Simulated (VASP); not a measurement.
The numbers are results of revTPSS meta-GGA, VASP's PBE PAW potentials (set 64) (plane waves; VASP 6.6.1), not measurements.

VASP input:

**KPOINTS**
```
Automatic mesh
0
Gamma
  8 8 8
0 0 0
```

**POSCAR**
```
Rb
1
   -2.8250000000     2.8250000000     2.8250000000
    2.8250000000    -2.8250000000     2.8250000000
    2.8250000000     2.8250000000    -2.8250000000
Rb
1
Direct
  0.0000000000   0.0000000000   0.0000000000
```

### INCAR
```
# general
SYSTEM   =  Rb
PREC     =  Accurate
ENCUT    =  520
LREAL    =  F
LASPH    =  T

# electronic loop
EDIFF    =  1E-6
NELM     =  100
ALGO     =  Normal
LMAXMIX  =  4
LMIXTAU  =  T

# smearing
ISMEAR   =  1
SIGMA    =  0.1

# functional
METAGGA  =  RTPSS

# ions
IBRION   =  2
NSW      =  60
ISIF     =  3
EDIFFG   =  -0.01

# output
LWAVE    =  F
LCHARG   =  F
```

POTCAR, in this order: Rb_sv (PBE.64 set). Program: vasp_std.

Output

**OSZICAR**
```
       N       E                     dE             d eps       ncg     rms          rms(c)
DAV:   1     0.601190912758E+02    0.60119E+02   -0.33706E+03   464   0.829E+02
DAV:   2     0.145175025460E+02   -0.45602E+02   -0.45373E+02   520   0.138E+02
DAV:   3     0.125492880424E+02   -0.19682E+01   -0.19681E+01   544   0.349E+01
DAV:   4     0.125272646610E+02   -0.22023E-01   -0.22020E-01   752   0.394E+00
DAV:   5     0.125271103355E+02   -0.15433E-03   -0.15433E-03   632   0.205E-01    0.302E+00
DAV:   6     0.788392766785E+01   -0.46432E+01   -0.12937E+01   696   0.369E+01    0.130E+00
DAV:   7     0.807406264727E+01    0.19013E+00   -0.13997E-01   704   0.430E+00    0.882E-01
DAV:   8     0.802665516018E+01   -0.47407E-01   -0.12947E-01   656   0.395E+00    0.381E-01
DAV:   9     0.808569027762E+01    0.59035E-01   -0.57149E-02   504   0.339E+00    0.231E-01
DAV:  10     0.808694402248E+01    0.12537E-02   -0.96085E-04   728   0.211E-01    0.234E-01
DAV:  11     0.808749202502E+01    0.54800E-03   -0.23817E-04   504   0.182E-01    0.180E-01
DAV:  12     0.809099811523E+01    0.35061E-02   -0.11668E-02   472   0.127E+00    0.435E-02
DAV:  13     0.809254129194E+01    0.15432E-02   -0.93649E-04   568   0.325E-01    0.275E-02
DAV:  14     0.808634333612E+01   -0.61980E-02   -0.17526E-03   472   0.358E-01    0.226E-02
DAV:  15     0.808600576881E+01   -0.33757E-03   -0.10132E-04   584   0.904E-02    0.215E-02
DAV:  16     0.808607394443E+01    0.68176E-04   -0.25142E-05   536   0.516E-02    0.993E-03
DAV:  17     0.808595275710E+01   -0.12119E-03   -0.28299E-05   512   0.539E-02    0.622E-03
DAV:  18     0.808593372210E+01   -0.19035E-04   -0.10959E-05   504   0.320E-02    0.876E-04
DAV:  19     0.808593031773E+01   -0.34044E-05   -0.13753E-06   544   0.147E-02    0.698E-04
DAV:  20     0.808592552372E+01   -0.47940E-05   -0.14948E-06   560   0.115E-02    0.642E-04
DAV:  21     0.808592542071E+01   -0.10301E-06   -0.53040E-08   344   0.242E-03
   1 F= 0.80859254E+01 E0= 0.80864086E+01  d E =0.808593E+01
       N       E                     dE             d eps       ncg     rms          rms(c)
DAV:   1     0.808231925954E+01   -0.36063E-02   -0.94219E-02   480   0.228E+00    0.284E-01
DAV:   2     0.808498718065E+01    0.26679E-02   -0.86684E-03   520   0.810E-01    0.142E-01
DAV:   3     0.808570111088E+01    0.71393E-03   -0.51039E-03   696   0.462E-01    0.334E-02
DAV:   4     0.808556540553E+01   -0.13571E-03   -0.15541E-04   512   0.169E-01    0.230E-02
DAV:   5     0.808549019310E+01   -0.75212E-04   -0.32937E-05   472   0.552E-02    0.172E-02
DAV:   6     0.808606665063E+01    0.57646E-03   -0.30948E-04   480   0.208E-01    0.104E-02
DAV:   7     0.808551011460E+01   -0.55654E-03   -0.16021E-04   472   0.141E-01    0.434E-03
DAV:   8     0.808549090083E+01   -0.19214E-04   -0.12072E-05   488   0.331E-02    0.460E-04
DAV:   9     0.808548907900E+01   -0.18218E-05   -0.86911E-07   544   0.120E-02    0.488E-04
DAV:  10     0.808548910698E+01    0.27979E-07   -0.23907E-08   328   0.164E-03
   2 F= 0.80854891E+01 E0= 0.80859692E+01  d E =-.436314E-03
       N       E                     dE             d eps       ncg     rms          rms(c)
DAV:   1     0.805760324718E+01   -0.27886E-01   -0.82561E-01   472   0.677E+00    0.834E-01
DAV:   2     0.807995701071E+01    0.22354E-01   -0.77998E-02   520   0.241E+00    0.431E-01
DAV:   3     0.808664151561E+01    0.66845E-02   -0.47020E-02   696   0.142E+00    0.104E-01
DAV:   4     0.808607149567E+01   -0.57002E-03   -0.16425E-03   480   0.546E-01    0.669E-02
DAV:   5     0.808506540973E+01   -0.10061E-02   -0.84090E-04   472   0.259E-01    0.497E-02
DAV:   6     0.808759252951E+01    0.25271E-02   -0.18005E-03   464   0.434E-01    0.223E-02
DAV:   7     0.808499040573E+01   -0.26021E-02   -0.79504E-04   464   0.308E-01    0.107E-02
DAV:   8     0.808490226706E+01   -0.88139E-04   -0.59930E-05   496   0.825E-02    0.223E-03
DAV:   9     0.808485602247E+01   -0.46245E-04   -0.93951E-06   496   0.390E-02    0.125E-03
DAV:  10     0.808485374901E+01   -0.22735E-05   -0.11101E-06   592   0.820E-03    0.655E-04
DAV:  11     0.808485364105E+01   -0.10797E-06   -0.35800E-08   312   0.122E-03
   3 F= 0.80848536E+01 E0= 0.80853260E+01  d E =-.107178E-02
```

OUTCAR:
```
------------------------ aborting loop because EDIFF is reached ----------------------------------------
  FORCE on cell =-STRESS in cart. coord.  units (eV):
  Direction    XX          YY          ZZ          XY          YZ          ZX
  --------------------------------------------------------------------------------------
  Total        0.0064932      0.0064932      0.0064932     -0.0000000     -0.0000000      0.0000000
  in kB        0.1115571      0.1115571      0.1115571     -0.0000000     -0.0000000      0.0000000
  external PRESSURE =       0.1115571 kB  Pullay stress =       0.0000000 kB
  volume of cell :       93.26
      direct lattice vectors                 reciprocal lattice vectors
    -2.856744188  2.856744188  2.856744188     0.000000000  0.175024422  0.175024422
     2.856744188 -2.856744188  2.856744188     0.175024422  0.000000000  0.175024422
     2.856744188  2.856744188 -2.856744188     0.175024422  0.175024422  0.000000000
 POSITION                                       TOTAL-FORCE (eV/Angst)
 -----------------------------------------------------------------------------------
      0.00000     -0.00000      0.00000        -0.000000      0.000000     -0.000000
 -----------------------------------------------------------------------------------
    total drift:                               -0.000000      0.000000      0.000000
  FREE ENERGIE OF THE ION-ELECTRON SYSTEM (eV)
  ---------------------------------------------------
  free  energy   TOTEN  =         8.0848536410 eV

  energy  without entropy=        8.0862707367  energy(sigma->0) =        8.08532601

 reached required accuracy - stopping structural energy minimisation
```
(Selected blocks of OUTCAR.)

File CONTCAR:
```
Rb
   1.00000000000000
    -2.8567441875518620    2.8567441875518620    2.8567441875518620
     2.8567441875518620   -2.8567441875518620    2.8567441875518620
     2.8567441875518620    2.8567441875518620   -2.8567441875518620
  Rb
     1
Direct
     0.0000000000000000    0.0000000000000000    0.0000000000000000
```

Energy and stress use the plane-wave basis of the starting cell.

The compound is Rb in the bcc structure. This run relaxes it. Symmetry was kept, so distortions that lower it aren't found.
